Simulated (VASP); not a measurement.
A convergence study with VASP on Ag (fcc): a few settings are varied, all else stays as given below, so the limit is that of these other settings. The cell's lengths are 1 % over those of the tabulated start, so it is off equilibrium.

```
Ag
1.0
    0.00000     2.06545     2.06545
    2.06545     0.00000     2.06545
    2.06545     2.06545     0.00000
Ag
1
Cartesian
  0.00000   0.00000   0.00000
```

Computed with PBE GGA, VASP's PBE PAW potentials (set 64) (plane waves; VASP). The last row used: ADDGRID = .TRUE., 500 eV cut-off, 17×17×17 Γ-centred mesh, first-order Methfessel-Paxton smearing of 0.10 eV, potentials Ag.

| setting | E (eV/atom) | pressure (GPa) | plane waves |
|---|---|---|---|
| ADDGRID = unset, ENCUT = 200, PREC = Low | -2.5350 | -52.21 | 125 |
| ADDGRID = unset, ENCUT = 200, PREC = Normal | -2.5335 | -52.36 | 125 |
| ADDGRID = .TRUE., ENCUT = 200, PREC = Normal | -2.5334 | -52.37 | 125 |
| ADDGRID = .TRUE., ENCUT = 200, PREC = Accurate | -2.5323 | -51.89 | 125 |
| ADDGRID = unset, ENCUT = 300, PREC = Low | -2.7264 | 1.27 | 218 |
| ADDGRID = unset, ENCUT = 300, PREC = Normal | -2.7228 | 1.02 | 218 |
| ADDGRID = .TRUE., ENCUT = 300, PREC = Normal | -2.7227 | 1.02 | 218 |
| ADDGRID = .TRUE., ENCUT = 300, PREC = Accurate | -2.7217 | 0.93 | 218 |
| ADDGRID = unset, ENCUT = 400, PREC = Low | -2.7166 | 0.92 | 332 |
| ADDGRID = unset, ENCUT = 400, PREC = Normal | -2.7131 | 0.70 | 332 |
| ADDGRID = .TRUE., ENCUT = 400, PREC = Normal | -2.7131 | 0.71 | 332 |
| ADDGRID = .TRUE., ENCUT = 400, PREC = Accurate | -2.7131 | 0.71 | 332 |
| ADDGRID = unset, ENCUT = 500, PREC = Low | -2.7145 | 1.18 | 459 |
| ADDGRID = unset, ENCUT = 500, PREC = Normal | -2.7131 | 1.08 | 459 |
| ADDGRID = .TRUE., ENCUT = 500, PREC = Normal | -2.7131 | 1.08 | 459 |
| ADDGRID = .TRUE., ENCUT = 500, PREC = Accurate | -2.7131 | 1.08 | 459 |

Left out are rungs that failed or repeat a setting and relaxations that didn't move; long series are thinned to 24 rows.

The compound is Ag in the fcc structure. The cell was not relaxed at this level.
